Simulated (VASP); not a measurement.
CuReO2: single point with r2SCAN

The system is CuReO2.

```xyz
4
Lattice="1.4677 0.8474 5.3284 -1.4677 0.8474 5.3284 0.0000 -1.6948 5.3284" Properties=species:S:1:pos:R:3 pbc="T T T"
Cu    0.0000    0.0000    7.9926
Re    0.0000    0.0000    0.0000
O     0.0000    0.0000    4.2633
O     0.0000    0.0000   11.7220
```

The cell comes from a database or a generator and needn't be the stable form of this composition.

```json
{
  "Program": "VASP 6.6.1",
  "Task": "single point",
  "Functional": "r2SCAN",
  "Potentials or basis": "VASP PAW PBE potentials, release 64 (Cu, Re, O)",
  "Cutoff": "520 eV",
  "k mesh": "7 × 7 × 7",
  "Occupations": "gaussian, width 0.05 eV",
  "Spin": "no spin polarisation"
}
```

```yaml
Pressure: 34.7 GPa
Largest_force: 4.548 eV/Å
Band_gap_on_the_k_mesh: none (metal or under the smearing width)
```

Forces in eV/Å, atoms in the order of the input:
```
Cu   0.000  0.000  0.000
Re   0.000  0.000  0.000
O    0.000  0.000 -4.548
O    0.000  0.000  4.548
```

Stress tensor (GPa, compression positive):
```
23.29  0.00  0.00
 0.00 23.29  0.00
 0.00  0.00 57.51
```

Levels at points of the mesh, in eV from the Fermi level:
```tsv
k point	band 13	band 14	band 15	band 16	band 17	band 18
(0.00, 0.00, 0.00)	-2.15	-1.56	-1.56	-1.07	0.02	4.16
```

It took 6 min on 1 thread of Intel(R) Xeon(R) Platinum 8488C (Sapphire Rapids) (shared host), peak memory 0.3 GiB.

Caveat: a pressure of tens of GPa on the cell as given is suspect, and the run, the potentials or the cell itself is likely at fault; the PAW data sets were made with another functional, which shifts forces and pressure a little; the run has no spin polarisation, though such a crystal can be magnetic; semilocal functionals often make such compounds metallic where correlation or magnetic order opens a gap, which also shifts bond lengths. With open d or f shells a metallic result of r2SCAN can be an artefact of self-interaction; +U or a hybrid may open a gap.
